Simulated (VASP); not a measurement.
Data:

```
W
1.0
   -1.58592     1.58592     1.58592
    1.58592    -1.58592     1.58592
    1.58592     1.58592    -1.58592
W
1
Direct
  0.00000   0.00000   0.00000
```

These are optB86b-vdW, VASP's PBE PAW potentials (set 64) (plane waves; VASP) values and carry that method's errors. Run with 520 eV cut-off, Gaussian smearing of 0.050 eV, potentials W_sv.

**Question.** Give the energies of bands 5 to 10 at the high-symmetry points, in eV from the Fermi level.

**Answer.** 
| band | Γ | H | N | P |
|---|---|---|---|---|
| 5 | -9.60 | -5.80 | -6.25 | -2.97 |
| 6 | -1.27 | -5.80 | -3.58 | -2.97 |
| 7 | -1.27 | 5.06 | 0.69 | -2.97 |
| 8 | -1.27 | 5.06 | 2.08 | 3.21 |
| 9 | 2.20 | 5.06 | 3.04 | 3.21 |
| 10 | 2.20 | 8.21 | 6.03 | 6.50 |

It has no gap at this level: it comes out as a metal or semimetal.

The compound is W in the bcc structure. It was relaxed first.
